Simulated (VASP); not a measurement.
Input for VASP

INCAR:
```
SYSTEM = LiF
PREC = Accurate; ENCUT = 520; LREAL = F
LASPH = T
EDIFF = 1E-7; NELM = 100; ALGO = Normal
ISMEAR = 0; SIGMA = 0.05
GGA = PE; IVDW = 11
ISIF = 2
LWAVE = F; LCHARG = F
```

File POSCAR:
```
LiF
1.0
  0.0000000000   1.9979318234   1.9979318234
  1.9979318234   0.0000000000   1.9979318234
  1.9979318234   1.9979318234   0.0000000000
Li F
1 1
direct
  0.0000000000   0.0000000000   0.0000000000
  0.5000000000   0.5000000000   0.5000000000
```

File KPOINTS:
```
Automatic mesh
0
Gamma
11 11 11
0 0 0
```

POTCAR, in this order: Li_sv F (PBE.64 set). Program: vasp_std.

Question: Write an equivalent input for Quantum ESPRESSO's pw.x.

Answer: One equivalent input (not run):
```
&CONTROL
  calculation = 'scf'
  pseudo_dir = './pseudo'
  outdir = './out'
  tprnfor = .true.
  tstress = .true.
/
&SYSTEM
  ibrav = 0
  nat = 2
  ntyp = 2
  ecutwfc = 84
  occupations = 'smearing'
  smearing = 'gaussian'
  degauss = 0.003675
  input_dft = 'pbe'
  vdw_corr = 'grimme-d3'
  dftd3_version = 3
  dftd3_threebody = .false.
/
&ELECTRONS
  conv_thr = 7.3e-09
  electron_maxstep = 100
/
ATOMIC_SPECIES
  Li 6.940 Li.upf
  F 18.998 F.upf
CELL_PARAMETERS angstrom
     0.0000000    1.9979318    1.9979318
     1.9979318    0.0000000    1.9979318
     1.9979318    1.9979318    0.0000000
ATOMIC_POSITIONS crystal
  Li   0.0000000  0.0000000  0.0000000
  F    0.5000000  0.5000000  0.5000000
K_POINTS automatic
  11 11 11 0 0 0
```
What does not carry over: the potentials are each code's own (VASP's PAW set, PseudoDojo norm-conserving files in pw.x), so ENCUT and ecutwfc are chosen apart and not converted; conv_thr bounds pw.x's estimated SCF error, while EDIFF bounds the energy change between steps.

The compound is LiF in the rock salt structure. It was relaxed first.
